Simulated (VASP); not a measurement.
Here is the system:

```
CELL_PARAMETERS angstrom
      3.78067     0.00000     0.00000
      0.00000     3.78067     0.00000
      0.00000     0.00000     3.16374
ATOMIC_POSITIONS crystal
  Sm 0.00000 0.00000 0.00000
  As 0.50000 0.50000 0.50000
```

Computed with PBEsol GGA, VASP's PBE PAW potentials (set 64) (plane waves; VASP 6.6.1). Settings: 400 eV cut-off, 9×9×10 Γ-centred mesh, first-order Methfessel-Paxton smearing of 0.10 eV, potentials Sm_3 As.

The 4f electrons are frozen in the core of the lanthanide potential, so 4f levels, which can set the real gap, and their magnetism are missing.

Problem. Predict the energy per atom (σ→0), band gap (on the k-mesh) with the smallest direct gap where there is one.

Solution. 
| Item | Result |
|---|---|
| band gap (on the k-mesh) | none (metal, semimetal or under 0.01 eV) |
| energy per atom (σ→0) | -6.227 eV/atom |

The absolute energy has meaning only against runs of the same code, potentials and settings.

The structure comes from a computed database's SmAs entry (P4/mmm); how it stands against other phases isn't given here. It was relaxed first. The start is the result of an earlier pass.
